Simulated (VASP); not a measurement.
All values below come from r2SCAN meta-GGA, VASP's PBE PAW potentials (set 64) (plane waves; VASP 6.6.1).

VASP input:

**POSCAR**
```
MnSi
1
    4.4788470055     0.0000000000    -0.0000000000
    0.0000000000     4.4788470055     0.0000000000
   -0.0000000000     0.0000000000     4.4788470055
Mn Si
4 4
Direct
  0.8632981672   0.6367018328   0.3632981672
  0.3632981672   0.8632981672   0.6367018328
  0.1367018328   0.1367018328   0.1367018328
  0.6367018328   0.3632981672   0.8632981672
  0.1541663826   0.3458336174   0.6541663826
  0.6541663826   0.1541663826   0.3458336174
  0.8458336174   0.8458336174   0.8458336174
  0.3458336174   0.6541663826   0.1541663826
```

### INCAR
```
LWAVE = .FALSE.
MAGMOM = 1.1 1.1 1.1 1.1 0.0 0.0 0.0 0.0
LORBIT = 11
LASPH = .TRUE.   # aspherical one-centre terms
ISIF = 2   # forces and stress, cell fixed
PREC = Accurate
EDIFF = 1E-6   # SCF stop (eV)
ISPIN = 2
NELM = 100   # most electronic steps
LMIXTAU = .TRUE.
SYSTEM = MnSi
LREAL = .FALSE.
LCHARG = .FALSE.
ENCUT = 400
LMAXMIX = 4   # l cut-off of mixed one-centre charges
ISMEAR = 0   # Gaussian
SIGMA = 0.05   # width (eV)
METAGGA = R2SCAN
ALGO = Normal   # blocked Davidson
```

KPOINTS:
```
Automatic mesh
0
Gamma
8 8 8
0 0 0
```

POTCAR, in this order: Mn_pv Si (PBE.64 set). Program: vasp_std.

What VASP printed:

### OUTCAR
```
 ion  position               nearest neighbor table
   1  0.863  0.637  0.363-   5 2.26   6 2.36   7 2.36   8 2.36   6 2.50   7 2.50   8 2.50   2 2.75
                             4 2.75   3 2.75   3 2.75   2 2.75   4 2.75
   2  0.363  0.863  0.637-   6 2.26   5 2.36   7 2.36   8 2.36   8 2.50   5 2.50   7 2.50   1 2.75
                             3 2.75   4 2.75   3 2.75   1 2.75   4 2.75
   3  0.137  0.137  0.137-   7 2.26   6 2.36   5 2.36   8 2.36   8 2.50   5 2.50   6 2.50   2 2.75
                             4 2.75   1 2.75   2 2.75   1 2.75   4 2.75
   4  0.637  0.363  0.863-   8 2.26   6 2.36   7 2.36   5 2.36   5 2.50   6 2.50   7 2.50   1 2.75
                             1 2.75   2 2.75   2 2.75   3 2.75   3 2.75
   5  0.154  0.346  0.654-   1 2.26   2 2.36   3 2.36   4 2.36   2 2.50   3 2.50   4 2.50   8 2.77
                             6 2.77   8 2.77   7 2.77   7 2.77   6 2.77
   6  0.654  0.154  0.346-   2 2.26   1 2.36   3 2.36   4 2.36   4 2.50   1 2.50   3 2.50   8 2.77
                             7 2.77   5 2.77   8 2.77   7 2.77   5 2.77
   7  0.846  0.846  0.846-   3 2.26   2 2.36   1 2.36   4 2.36   4 2.50   1 2.50   2 2.50   5 2.77
                             6 2.77   8 2.77   6 2.77   5 2.77   8 2.77
   8  0.346  0.654  0.154-   4 2.26   2 2.36   3 2.36   1 2.36   1 2.50   2 2.50   3 2.50   7 2.77
                             5 2.77   5 2.77   6 2.77   6 2.77   7 2.77
  LATTYP: Found a simple cubic cell.
 ALAT       =     4.4788470055
 Subroutine PRICEL returns:
 Original cell was already a primitive cell.
 Subroutine GETGRP returns: Found 12 space group operations
The static configuration has the point symmetry C_3 .
 The point group associated with its full space group is T   .
The dynamic configuration has the point symmetry C_3 .
The overall configuration has the point symmetry C_3 .
 Subroutine INISYM returns: Found 12 space group operations
 Subroutine IBZKPT returns following result:
 Found     45 irreducible k-points:

 Following reciprocal coordinates:
            Coordinates               Weight
  0.000000  0.000000  0.000000      1.000000
  0.125000  0.000000  0.000000      6.000000
  0.250000  0.000000  0.000000      6.000000
  0.375000  0.000000  0.000000      6.000000
  0.500000  0.000000  0.000000      3.000000
  0.125000  0.125000  0.000000     12.000000
  0.250000  0.125000  0.000000     12.000000
 -0.125000  0.250000  0.000000     12.000000
  0.375000  0.125000  0.000000     12.000000
 -0.125000  0.375000  0.000000     12.000000
  0.500000  0.125000  0.000000      6.000000
 -0.125000  0.500000  0.000000      6.000000
  0.250000  0.250000  0.000000     12.000000
  0.375000  0.250000  0.000000     12.000000
 -0.250000  0.375000  0.000000     12.000000
  0.500000  0.250000  0.000000      6.000000
 -0.250000  0.500000  0.000000      6.000000
  0.375000  0.375000  0.000000     12.000000
  0.500000  0.375000  0.000000      6.000000
 -0.375000  0.500000  0.000000      6.000000
  0.500000  0.500000  0.000000      3.000000
  0.125000  0.125000  0.125000      8.000000
  0.250000  0.125000  0.125000     24.000000
  0.375000  0.125000  0.125000     24.000000
  0.500000  0.125000  0.125000     12.000000
  0.250000  0.250000  0.125000     24.000000
  0.375000  0.250000  0.125000     24.000000
 -0.250000  0.375000  0.125000     24.000000
  0.500000  0.250000  0.125000     12.000000
 -0.250000  0.500000  0.125000     12.000000
  0.375000  0.375000  0.125000     24.000000
  0.500000  0.375000  0.125000     12.000000
 -0.375000  0.500000  0.125000     12.000000
  0.500000  0.500000  0.125000      6.000000
  0.250000  0.250000  0.250000      8.000000
  0.375000  0.250000  0.250000     24.000000
  0.500000  0.250000  0.250000     12.000000
  0.375000  0.375000  0.250000     24.000000
  0.500000  0.375000  0.250000     12.000000
 -0.375000  0.500000  0.250000     12.000000
   k-points           NKPTS =     45   k-points in BZ     NKDIM =     45   number of bands    NBANDS=     42
   number of dos      NEDOS =    301   number of ions     NIONS =      8
   total plane-waves  NPLWV =  27000
...
```

**OSZICAR**
```
       N       E                     dE             d eps       ncg     rms          rms(c)
DAV:   1     0.704211635452E+03    0.70421E+03   -0.32505E+04  7792   0.167E+03
DAV:   2    -0.517785950647E+02   -0.75599E+03   -0.73321E+03  7592   0.522E+02
DAV:   3    -0.113808391130E+03   -0.62030E+02   -0.59844E+02  8848   0.157E+02
DAV:   4    -0.115641416890E+03   -0.18330E+01   -0.18124E+01  9088   0.267E+01
DAV:   5    -0.115677188713E+03   -0.35772E-01   -0.35727E-01  8886   0.414E+00    0.391E+01
DAV:   6    -0.106142611094E+03    0.95346E+01   -0.22111E+02  9040   0.110E+02    0.289E+01
DAV:   7    -0.965226084041E+02    0.96200E+01   -0.71271E+01  8248   0.615E+01    0.985E+00
DAV:   8    -0.966066621617E+02   -0.84054E-01   -0.28965E+00  8332   0.822E+00    0.409E+00
DAV:   9    -0.966906756001E+02   -0.84013E-01   -0.56413E-01  8042   0.547E+00    0.148E+00
DAV:  10    -0.967137653613E+02   -0.23090E-01   -0.44742E-02  8138   0.134E+00    0.634E-01
DAV:  11    -0.967156361548E+02   -0.18708E-02   -0.64390E-03  8686   0.525E-01    0.250E-01
DAV:  12    -0.967159851339E+02   -0.34898E-03   -0.17976E-03  7780   0.270E-01    0.128E-01
DAV:  13    -0.967164589635E+02   -0.47383E-03   -0.99237E-04  7852   0.212E-01    0.569E-02
DAV:  14    -0.967166098356E+02   -0.15087E-03   -0.24757E-04  7958   0.117E-01    0.108E-02
DAV:  15    -0.967166241381E+02   -0.14302E-04   -0.35913E-05  8248   0.394E-02    0.832E-03
DAV:  16    -0.967166289870E+02   -0.48489E-05   -0.63661E-06  7254   0.187E-02    0.334E-03
DAV:  17    -0.967166299029E+02   -0.91595E-06   -0.99844E-07  3998   0.687E-03
   1 F= -.96716630E+02 E0= -.96715589E+02  d E =-.208253E-02  mag=     4.0000
```

OUTCAR:
```
------------------------ aborting loop because EDIFF is reached ----------------------------------------
  FORCE on cell =-STRESS in cart. coord.  units (eV):
  Direction    XX          YY          ZZ          XY          YZ          ZX
  --------------------------------------------------------------------------------------
  Total        0.0088992      0.0088992      0.0088992     -0.0000000     -0.0000000      0.0000000
  in kB        0.1586957      0.1586957      0.1586957     -0.0000000     -0.0000000      0.0000000
  external PRESSURE =       0.1586957 kB  Pullay stress =       0.0000000 kB
  volume of cell :       89.85
      direct lattice vectors                 reciprocal lattice vectors
     4.478847005  0.000000000  0.000000000     0.223271748  0.000000000  0.000000000
     0.000000000  4.478847005  0.000000000     0.000000000  0.223271748  0.000000000
     0.000000000  0.000000000  4.478847005     0.000000000  0.000000000  0.223271748
 POSITION                                       TOTAL-FORCE (eV/Angst)
 -----------------------------------------------------------------------------------
      3.86658      2.85169      1.62716         0.001997     -0.001997      0.001997
      1.62716      3.86658      2.85169         0.001997      0.001997     -0.001997
      0.61227      0.61227      0.61227        -0.001997     -0.001997     -0.001997
      2.85169      1.62716      3.86658        -0.001997      0.001997      0.001997
      0.69049      1.54894      2.92991         0.004666     -0.004666      0.004666
      2.92991      0.69049      1.54894         0.004666      0.004666     -0.004666
      3.78836      3.78836      3.78836        -0.004666     -0.004666     -0.004666
      1.54894      2.92991      0.69049        -0.004666      0.004666      0.004666
 -----------------------------------------------------------------------------------
    total drift:                                0.000002      0.000004      0.000000
  FREE ENERGIE OF THE ION-ELECTRON SYSTEM (eV)
  ---------------------------------------------------
  free  energy   TOTEN  =       -96.7166299029 eV

  energy  without entropy=      -96.7145473752  energy(sigma->0) =      -96.71558864

 total charge

# of ion       s       p       d       tot
------------------------------------------
    1        0.368   6.422   5.294  12.084
    2        0.368   6.422   5.294  12.084
    3        0.368   6.422   5.294  12.084
    4        0.368   6.422   5.294  12.084
    5        0.733   0.933   0.000   1.666
    6        0.733   0.933   0.000   1.666
    7        0.733   0.933   0.000   1.666
    8        0.733   0.933   0.000   1.666
--------------------------------------------------
tot          4.404  29.420  21.174  54.998

 magnetization (x)

# of ion       s       p       d       tot
------------------------------------------
    1       -0.001   0.006   1.121   1.126
    2       -0.001   0.006   1.121   1.126
    3       -0.001   0.006   1.121   1.126
    4       -0.001   0.006   1.121   1.126
    5       -0.019  -0.055   0.000  -0.074
    6       -0.019  -0.055   0.000  -0.074
    7       -0.019  -0.055   0.000  -0.074
    8       -0.019  -0.055   0.000  -0.074
--------------------------------------------------
tot         -0.080  -0.198   4.486   4.208
```
(Selected blocks of OUTCAR.)

The moments were started parallel, and other spin orders were not tried in this run.

The compound is MnSi in the B20 structure. It was relaxed first, which changed the volume by -5 %.
